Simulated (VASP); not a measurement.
An input for Quantum ESPRESSO's pw.x (written as the equivalent of a VASP run, and not itself run):

```
&CONTROL
  calculation = 'vc-relax'
  pseudo_dir = './pseudo'
  outdir = './out'
  tprnfor = .true.
  tstress = .true.
  nstep = 60
  forc_conv_thr = 0.00078
/
&SYSTEM
  ibrav = 0
  nat = 3
  ntyp = 2
  ecutwfc = 84
  occupations = 'smearing'
  smearing = 'gaussian'
  degauss = 0.003675
  input_dft = 'rpbe'
/
&ELECTRONS
  conv_thr = 7.3e-08
  electron_maxstep = 100
/
&IONS
/
&CELL
/
ATOMIC_SPECIES
  Ba 137.327 Ba.upf
  F 18.998 F.upf
CELL_PARAMETERS angstrom
    -0.0000000    3.1968652    3.1968652
     3.1968652    0.0000000    3.1968652
     3.1968652    3.1968652   -0.0000000
ATOMIC_POSITIONS crystal
  Ba   1.0000000  0.0000000  0.0000000
  F    0.2500000  0.2500000  0.2500000
  F    0.7500000  0.7500000  0.7500000
K_POINTS automatic
  6 6 6 0 0 0
```

Question: Translate this input to VASP (INCAR, KPOINTS, POSCAR, choice of POTCAR).

Answer: One answer among several that fit: 
**KPOINTS**
```
Automatic mesh
0
Gamma
6 6 6
0 0 0
```

File POSCAR:
```
BaF2
1
   -0.0000000000     3.1968652405     3.1968652405
    3.1968652405     0.0000000000     3.1968652405
    3.1968652405     3.1968652405    -0.0000000000
Ba F
1 2
Direct
  1.0000000000   0.0000000000   0.0000000000
  0.2500000000   0.2500000000   0.2500000000
  0.7500000000   0.7500000000   0.7500000000
```

INCAR:
```
# general
SYSTEM   =  BaF2
PREC     =  Accurate
ENCUT    =  520   # plane-wave cut-off (eV)
LREAL    =  F   # projection in real space or not
LASPH    =  T   # aspherical one-centre terms

# electronic loop
EDIFF    =  1E-6   # SCF stop (eV)
NELM     =  100
ALGO     =  Normal   # blocked Davidson
LMAXMIX  =  4

# smearing
ISMEAR   =  0
SIGMA    =  0.05   # width (eV)

# functional
GGA      =  RP   # RPBE

# ions
IBRION   =  2
NSW      =  60
ISIF     =  3
EDIFFG   =  -0.02   # ionic stop

# output
LWAVE    =  F
LCHARG   =  F
```

POTCAR, in this order: Ba_sv F (PBE.64 set). Program: vasp_std.

Limits of the translation: the potentials are each code's own (VASP's PAW set, PseudoDojo norm-conserving files in pw.x), so ENCUT and ecutwfc are chosen apart and not converted; conv_thr bounds pw.x's estimated SCF error, while EDIFF bounds the energy change between steps; forc_conv_thr acts on force components and is met together with etot_conv_thr.

The compound is BaF2 in the fluorite structure. It was relaxed first, which changed the volume by +10 %. The start is the result of an earlier pass.
